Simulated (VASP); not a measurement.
An input for Quantum ESPRESSO's pw.x (written as the equivalent of a VASP run, and not itself run):

```
&CONTROL
  calculation = 'scf'
  pseudo_dir = './pseudo'
  outdir = './out'
  tprnfor = .true.
  tstress = .true.
/
&SYSTEM
  ibrav = 0
  nat = 4
  ntyp = 2
  ecutwfc = 98
  occupations = 'tetrahedra'
  input_dft = 'vdw-df-obk8'
/
&ELECTRONS
  conv_thr = 7.3e-09
  electron_maxstep = 100
/
ATOMIC_SPECIES
  Ni 58.693 Ni.upf
  Sb 121.760 Sb.upf
CELL_PARAMETERS angstrom
     1.9894249   -3.4457852    0.0000000
     1.9894249    3.4457852    0.0000000
     0.0000000    0.0000000    5.1918534
ATOMIC_POSITIONS crystal
  Ni   0.0000000  0.0000000  0.5000000
  Ni   0.0000000  0.0000000  0.0000000
  Sb   0.3333330  0.6666670  0.2500000
  Sb   0.6666670  0.3333330  0.7500000
K_POINTS automatic
  10 10 7 0 0 0
```

**Question.** Write the VASP files for the same calculation (optB88-vdW).

**Answer.** Several could match; the one computed here: 
**INCAR**
```
! general
SYSTEM    =  NiSb
PREC      =  Accurate
ENCUT     =  520
LREAL     =  .False.   ! projection in real space or not
LASPH     =  .True.   ! aspherical one-centre terms

! electronic loop
EDIFF     =  1E-7   ! SCF stop (eV)
NELM      =  100
ALGO      =  Normal   ! blocked Davidson
LMAXMIX   =  4

! smearing
ISMEAR    =  -5   ! tetrahedra, Bloechl

! functional
GGA       =  BO
LUSE_VDW  =  .True.
AGGAC     =  0.0
PARAM1    =  0.1833333333
PARAM2    =  0.22

! ions
ISIF      =  2   ! forces and stress, cell fixed

! output
LWAVE     =  .False.
LCHARG    =  .True.
LORBIT    =  11
NEDOS     =  601

! other
LEFG      =  .True.
```

File POSCAR:
```
NiSb
1
    1.9894249065    -3.4457851851     0.0000000000
    1.9894249065     3.4457851851     0.0000000000
    0.0000000000     0.0000000000     5.1918534305
Ni Sb
2 2
Direct
  0.0000000000   0.0000000000   0.5000000000
  0.0000000000   0.0000000000   0.0000000000
  0.3333330000   0.6666670000   0.2500000000
  0.6666670000   0.3333330000   0.7500000000
```

**KPOINTS**
```
Automatic
0
Gamma
  10 10 7
```

POTCAR, in this order: Ni Sb (PBE.64 set). Program: vasp_std.

The two are equivalent in intent, not identical: the potentials are each code's own (VASP's PAW set, PseudoDojo norm-conserving files in pw.x), so ENCUT and ecutwfc are chosen apart and not converted; conv_thr bounds pw.x's estimated SCF error, while EDIFF bounds the energy change between steps; the field gradients of LEFG aren't asked of the other code.

The compound is NiSb in the NiAs type structure. It was relaxed first.
